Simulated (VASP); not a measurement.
Input:

```xyz
1
Lattice="-2.8107 2.8107 2.8107 2.8107 -2.8107 2.8107 2.8107 2.8107 -2.8107" Properties=species:S:1:pos:R:3 pbc="T T T"
Rb     0.0000     0.0000     0.0000
```

All values below come from PBE GGA with D3 dispersion (zero damping), VASP's PBE PAW potentials (set 64) (plane waves; VASP 6.6.1). Run with 520 eV cut-off, 9×9×9 Γ-centred mesh, first-order Methfessel-Paxton smearing of 0.10 eV, potentials Rb_sv.

Question: What does the run give for the energy per atom (σ→0), band gap (on the k-mesh) with the smallest direct gap where there is one?

Answer: 
The band gap (on the k-mesh) comes out as none (metal, semimetal or under 0.01 eV) and the energy per atom (σ→0) comes out as -1.067 eV/atom.

Total energies compare only between runs with the same potentials, cut-off and functional.

The compound is Rb in the bcc structure. It was relaxed first.
